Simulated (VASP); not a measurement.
# Rb2Re (P4mm) in VASP: reference runs

Aim: a first look at Rb2Re with PBE, on the cell as given.

All numbers are computed with VASP 6.6.1; they aren't measurements. Logs are shortened: lines on timing, memory, paths and dates and some standing lists are left out, and cuts for length are marked.

## Step 1: The structure

Symmetry: P4mm, No. 99, tetragonal system. Conventional cell: a = 4.992 Å, b = 4.992 Å, c = 4.129 Å, α = 90.00°, β = 90.00°, γ = 90.00°. Around Rb (site symmetry 2mm) lie 4 Re at 3.06 to 3.43 Å. Re (site symmetry 4mm) has 8 Rb at 3.06 to 3.43 Å as nearest neighbours.

The cell was built by a generator and needn't be a form met in nature.

## Step 2: Single point, PBE

INCAR

```
  PREC = Accurate
  ENCUT = 520
  EDIFF = 1E-7
  ISMEAR = -1
  SIGMA = 0.05
  LREAL = F
  LASPH = T
  NELM = 100
  ALGO = Normal
  ISIF = 2
  LWAVE = F
  LCHARG = F
  GGA = PE
  NBANDS = 20
```

KPOINTS

```
regular mesh
0
Gamma
  6 6 7
```

POSCAR

```
Rb2Re
1.0
    4.9921151800      0.0000000000      0.0000000000
    0.0000000000      4.9921151800      0.0000000000
    0.0000000000      0.0000000000      4.1286230400
Rb Re
2 1
Direct
    0.5000000000      0.0000000000      0.7757745200
    0.0000000000      0.5000000000      0.7757745200
    0.0000000000      0.0000000000      0.3462650700
```

Potentials or basis: VASP PAW PBE potentials, release 64 (Rb_sv, Re).

Launch:

```sh
cat potpaw_PBE.64/Rb_sv/POTCAR potpaw_PBE.64/Re/POTCAR > POTCAR
mpirun -np 1 vasp_std > vasp.out
```

OUTCAR:

```text
PREC = Accurate
   ENCUT = 520
   EDIFF = 1E-7
   ISMEAR = -1
   LREAL = F
   LASPH = T
   NELM = 100
   ISIF = 2
   GGA = PE

 ion  position               nearest neighbor table
   1  0.500  0.000  0.776-   3 3.06   3 3.06   3 3.43   3 3.43   2 3.53   2 3.53   2 3.53   2 3.53
                             2 5.43   2 5.43   2 5.43   2 5.43   2 5.43   2 5.43   2 5.43   2 5.43
   2  0.000  0.500  0.776-   3 3.06   3 3.06   3 3.43   3 3.43   1 3.53   1 3.53   1 3.53   1 3.53
                             1 5.43   1 5.43   1 5.43   1 5.43   1 5.43   1 5.43   1 5.43   1 5.43
   3  0.000  0.000  0.346-   1 3.06   2 3.06   2 3.06   1 3.06   1 3.43   2 3.43   2 3.43   1 3.43

  LATTYP: Found a simple tetragonal cell.
 ALAT       =     4.9921151800
 C/A-ratio  =     0.8270288026

  Lattice vectors:

 A1 = (   4.9921151800,   0.0000000000,   0.0000000000)
 A2 = (   0.0000000000,   4.9921151800,   0.0000000000)
 A3 = (   0.0000000000,   0.0000000000,   4.1286230400)

Analysis of symmetry for initial positions (statically):
=====================================================================
 Subroutine PRICEL returns:
 Original cell was already a primitive cell.

 Routine SETGRP: Setting up the symmetry group for a
 simple tetragonal supercell.

 Subroutine GETGRP returns: Found  8 space group operations
 (whereof  8 operations were pure point group operations)
 out of a pool of 16 trial point group operations.

The static configuration has the point symmetry C_4v.

Analysis of symmetry for dynamics (positions and initial velocities):
=====================================================================
 Subroutine PRICEL returns:
 Original cell was already a primitive cell.

 Routine SETGRP: Setting up the symmetry group for a
 simple tetragonal supercell.

 Subroutine GETGRP returns: Found  8 space group operations
 (whereof  8 operations were pure point group operations)
 out of a pool of 16 trial point group operations.

The dynamic configuration has the point symmetry C_4v.

 Subroutine INISYM returns: Found  8 space group operations
 (whereof  8 operations are pure point group operations),
 and found     1 'primitive' translations

----------------------------------------------------------------------------------------

                                     Primitive cell

  volume of cell :     102.8903

  direct lattice vectors                    reciprocal lattice vectors
     4.992115180  0.000000000  0.000000000     0.200315891  0.000000000  0.000000000
     0.000000000  4.992115180  0.000000000     0.000000000  0.200315891  0.000000000
     0.000000000  0.000000000  4.128623040     0.000000000  0.000000000  0.242211505

  length of vectors
     4.992115180  4.992115180  4.128623040     0.200315891  0.200315891  0.242211505

  position of ions in fractional coordinates (direct lattice)
     0.500000000  0.000000000  0.775774520
     0.000000000  0.500000000  0.775774520
     0.000000000  0.000000000  0.346265070

  ion indices of the primitive-cell ions
   primitive index   ion index
                 1           1
                 2           2
                 3           3

----------------------------------------------------------------------------------------

 KPOINTS: regular mesh

Automatic generation of k-mesh.
 Grid dimensions read from file:
 generate k-points for:    6    6    7

 Generating k-lattice:

  Cartesian coordinates                     Fractional coordinates (reciprocal lattice)
     0.033385982  0.000000000  0.000000000     0.166666667  0.000000000  0.000000000
     0.000000000  0.033385982  0.000000000     0.000000000  0.166666667  0.000000000
     0.000000000  0.000000000  0.034601644     0.000000000  0.000000000  0.142857143

  Length of vectors
     0.033385982  0.033385982  0.034601644

  Shift w.r.t. Gamma in fractional coordinates (k-lattice)
     0.000000000  0.000000000  0.000000000

 Subroutine IBZKPT returns following result:
 ===========================================

 Found     40 irreducible k-points:

 Following reciprocal coordinates:
            Coordinates               Weight
  0.000000  0.000000  0.000000      1.000000
  0.166667  0.000000  0.000000      4.000000
  0.333333  0.000000  0.000000      4.000000
  0.500000  0.000000  0.000000      2.000000
  0.166667  0.166667  0.000000      4.000000
  0.333333  0.166667  0.000000      8.000000
[... 16 lines left out ...]
  0.333333  0.000000  0.285714      8.000000
  0.500000  0.000000  0.285714      4.000000
 [... further k-points ...]
   k-points           NKPTS =     40   k-points in BZ     NKDIM =     40   number of bands    NBANDS=     20
   number of dos      NEDOS =    301   number of ions     NIONS =      3
   total plane-waves  NPLWV =  51200
   dimension x,y,z NGX =    40 NGY =   40 NGZ =   32
   dimension x,y,z NGXF=    80 NGYF=   80 NGZF=   64
   ions per type =               2   1
   NGX,Y,Z   is equivalent  to a cutoff of  13.32, 13.32, 12.89 a.u.
   NGXF,Y,Z  is equivalent  to a cutoff of  26.64, 26.64, 25.77 a.u.
 SYSTEM =  unknown system
   PREC   = accura    normal or accurate (medium, high low for compatibility)
   ISTART =      0    job   : 0-new  1-cont  2-samecut
   ICHARG =      2    charge: 1-file 2-atom 10-const
   ISPIN  =      1    spin polarized calculation?
   LNONCOLLINEAR =      F non collinear calculations
   LSORBIT =      F    spin-orbit coupling
   LASPH  =      T    aspherical Exc in radial PAW
   ENCUT  =  520.0 eV  38.22 Ry    6.18 a.u.   9.28  9.28  7.68*2*pi/ulx,y,z
   NELM   =    100;   NELMIN=  2; NELMDL= -5     # of ELM steps
   EDIFF  = 0.1E-06   stopping-criterion for ELM
   LREAL  =      F    real-space projection
   EDIFFG = 0.1E-05   stopping-criterion for IOM
   NSW    =      0    number of steps for IOM
   IBRION =     -1    ionic relax: 0-MD 1-quasi-New 2-CG
   NFREE  =      0    steps in history (QN), initial steepest desc. (CG)
   ISIF   =      2    stress and relaxation
   ISYM   =      2    0-nonsym 1-usesym 2-fastsym
   POTIM  = 0.5000    time-step for ionic-motion
   TEBEG  =    0.0;   TEEND  =   0.0 temperature during run
   PSTRESS=    0.0 pullay stress
   NELECT =      25.0000    total number of electrons
   NUPDOWN=      -1.0000    fix difference up-down
   EMIN   =  10.00;   EMAX   =-10.00  energy-range for DOS
   EFERMI =   0.00;   METHOD = LEGACY
   ISMEAR =    -1;   SIGMA  =   0.05  broadening in eV -4-tet -1-fermi 0-gaus
   EFERMI_NEDOS =   21; number of points for ismear=-14 and -15
   IALGO  =     38    algorithm
   IMIX   =      4    mixing-type and parameters
     AMIX     =   0.40;   BMIX     =  1.00
     AMIX_MAG =   1.60;   BMIX_MAG =  1.00
  volume/ion in A,a.u.               =      34.30       231.45
  Fermi-wavevector in a.u.,A,eV,Ry     =   1.021559  1.930466 14.198800  1.043582
  Thomas-Fermi vector in A             =   2.155190
   LORBIT       =      0    0 simple, 1 ext, 2 COOP (PROOUT), +10 PAW based schemes
   GGA     = PE    functional components
   LHFCALC =     F    Hartree Fock is set to
   AEXX    =    0.0000 exact exchange contribution
   IVDW    =     0    specifies the selected vdW correction
   LEPSILON=     F    determine dielectric tensor
   LRPA    =     F    only Hartree local field effects (RPA)
 non-spin polarized calculation
  energy-cutoff  :      520.00
  volume of cell :      102.89
 maximum number of plane-waves:      2836
 NGX is ok and might be reduce to    40
   NGX = 19   NGY = 19   NGZ = 15

 number of electron      25.0000001 magnetization

 Free energy of the ion-electron system (eV)
  ---------------------------------------------------
  ext. energy  EPLUGINS =         0.00000000
  ---------------------------------------------------
  free energy    TOTEN  =        -6.47323551 eV

  energy without entropy =       -6.40206372  energy(sigma->0) =       -6.43764961

 E-fermi :   1.8160     XC(G=0):  -8.4711

 val. band max:        1.8066215409   @ k =   0.5000   0.0000   0.2857
 cond. band min:       1.8171579072   @ k =   0.3333   0.0000   0.2857
 fundamental gap:      0.0105363663
 Fermi energy:         1.8160414368

 k-point     1 :       0.0000    0.0000    0.0000
  band No.  band energies     occupation
      1     -25.6982      2.00000
      2     -25.4752      2.00000
      3     -10.3346      2.00000
      4     -10.3346      2.00000
      5      -9.6724      2.00000
      6      -9.3862      2.00000
[... 12 lines left out ...]
     19       6.6644      0.00000
     20       7.8507      0.00000

 k-point     2 :       0.1667    0.0000    0.0000
  band No.  band energies     occupation
      1     -25.6828      2.00000
      2     -25.4897      2.00000
      3     -10.3005      2.00000
      4     -10.2775      2.00000
      5      -9.6557      2.00000
      6      -9.4675      2.00000
[... 12 lines left out ...]
     19       7.1177      0.00000
     20       8.1518      0.00000

 k-point     3 :       0.3333    0.0000    0.0000
  band No.  band energies     occupation
      1     -25.6411      2.00000
      2     -25.5295      2.00000
      3     -10.1888      2.00000
      4     -10.1174      2.00000
      5      -9.7195      2.00000
      6      -9.6280      2.00000
[... 12 lines left out ...]
     19       7.7158      0.00000
     20       7.9936      0.00000

 k-point     4 :       0.5000    0.0000    0.0000
  band No.  band energies     occupation
      1     -25.5866      2.00000
      2     -25.5831      2.00000
      3      -9.9995      2.00000
      4      -9.9754      2.00000
      5      -9.9225      2.00000
      6      -9.8393      2.00000
[... 12 lines left out ...]
     19       7.6218      0.00000
     20       7.7159      0.00000

 k-point     5 :       0.1667    0.1667    0.0000
  band No.  band energies     occupation
      1     -25.6693      2.00000
      2     -25.5020      2.00000
      3     -10.4063      2.00000
      4     -10.0899      2.00000
      5      -9.7153      2.00000
      6      -9.6405      2.00000
[... 12 lines left out ...]
     19       7.4643      0.00000
     20       8.0655      0.00000

 k-point     6 :       0.3333    0.1667    0.0000
  band No.  band energies     occupation
      1     -25.6327      2.00000
      2     -25.5361      2.00000
      3     -10.4088      2.00000
      4     -10.0251      2.00000
      5      -9.8446      2.00000
      6      -9.6002      2.00000
[... 12 lines left out ...]
     19       7.3614      0.00000
     20       7.6146      0.00000

 k-point     7 :       0.5000    0.1667    0.0000
  band No.  band energies     occupation
      1     -25.5851      2.00000
      2     -25.5825      2.00000
      3     -10.2903      2.00000
      4     -10.2638      2.00000
      5      -9.6283      2.00000
      6      -9.5573      2.00000
[... 12 lines left out ...]
     19       6.9722      0.00000
     20       7.5076      0.00000
[... 277 lines left out ...]
 k-point    20 :       0.5000    0.5000    0.1429
  band No.  band energies     occupation
      1     -25.5774      2.00000
      2     -25.5774      2.00000
      3     -10.6186      2.00000
      4     -10.5573      2.00000
      5      -9.6081      2.00000
      6      -9.6081      2.00000
[... 12 lines left out ...]
     19       6.4175      0.00000
     20       6.4175      0.00000

 k-point    21 :       0.0000    0.0000    0.2857
  band No.  band energies     occupation
      1     -25.6826      2.00000
      2     -25.4635      2.00000
      3     -10.3253      2.00000
      4     -10.3253      2.00000
      5      -9.9861      2.00000
      6      -9.6057      2.00000
[... 12 lines left out ...]
     19       6.1535      0.00000
     20       8.0790      0.00000

 k-point    22 :       0.1667    0.0000    0.2857
  band No.  band energies     occupation
      1     -25.6678      2.00000
      2     -25.4781      2.00000
      3     -10.2818      2.00000
      4     -10.2676      2.00000
      5      -9.9565      2.00000
      6      -9.6257      2.00000
[... 12 lines left out ...]
     19       6.4379      0.00000
     20       8.2973      0.00000

 k-point    23 :       0.3333    0.0000    0.2857
  band No.  band energies     occupation
      1     -25.6276      2.00000
      2     -25.5180      2.00000
      3     -10.1495      2.00000
      4     -10.1060      2.00000
      5      -9.8822      2.00000
      6      -9.6840      2.00000
[... 12 lines left out ...]
     19       7.1248      0.00000
     20       7.6951      0.00000

 k-point    24 :       0.5000    0.0000    0.2857
  band No.  band energies     occupation
      1     -25.5730      2.00000
      2     -25.5724      2.00000
      3      -9.9490      2.00000
      4      -9.9288      2.00000
      5      -9.8947      2.00000
      6      -9.8492      2.00000
[... 12 lines left out ...]
     19       7.4342      0.00000
     20       7.5620      0.00000

 [... further k-points ...]
[... 5 lines left out ...]
  --------------------------------------------------------------------------------------
  -------------------------------------------------------------------------------------
  Total        4.1218442      4.1218442     -0.0060813      0.0000000      0.0000000      0.0000000
  in kB       64.1841399     64.1841399     -0.0946961      0.0000000      0.0000000      0.0000000
  external PRESSURE =      42.7578613 kB  Pullay stress =       0.0000000 kB

 VOLUME and BASIS-vectors are now :
 -----------------------------------------------------------------------------
  energy-cutoff  :      520.00
  volume of cell :      102.89
      direct lattice vectors                 reciprocal lattice vectors
     4.992115180  0.000000000  0.000000000     0.200315891  0.000000000  0.000000000
     0.000000000  4.992115180  0.000000000     0.000000000  0.200315891  0.000000000
     0.000000000  0.000000000  4.128623040     0.000000000  0.000000000  0.242211505

 POSITION                                       TOTAL-FORCE (eV/Angst)
 -----------------------------------------------------------------------------------
      2.49606      0.00000      3.20288         0.000000      0.000000      0.482430
      0.00000      2.49606      3.20288        -0.000000      0.000000      0.482430
      0.00000      0.00000      1.42960         0.000000      0.000000     -0.964860
 -----------------------------------------------------------------------------------
    total drift:                                0.000000     -0.000000     -0.000103

  FREE ENERGIE OF THE ION-ELECTRON SYSTEM (eV)
  ---------------------------------------------------
  free  energy   TOTEN  =        -6.4732355072 eV

  energy  without entropy=       -6.4020637157  energy(sigma->0) =       -6.43764961
```

It took 81 s on 1 thread of Intel Xeon Platinum 8259CL at 2.50GHz (Skylake/Cascade Lake), shared host; peak memory 0.26 GiB.

Results:

```yaml
Free_energy: -6.4732 eV
Pressure: 4.3 GPa
Largest_force: 0.965 eV/Å
Band_gap_on_the_k_mesh: none (metal or under the smearing width)
```

Forces on the atoms (eV/Å):
```
Rb   0.000  0.000  0.482
Rb   0.000  0.000  0.482
Re   0.000  0.000 -0.965
```

Spin-orbit coupling is left out, which matters for the levels of Re.
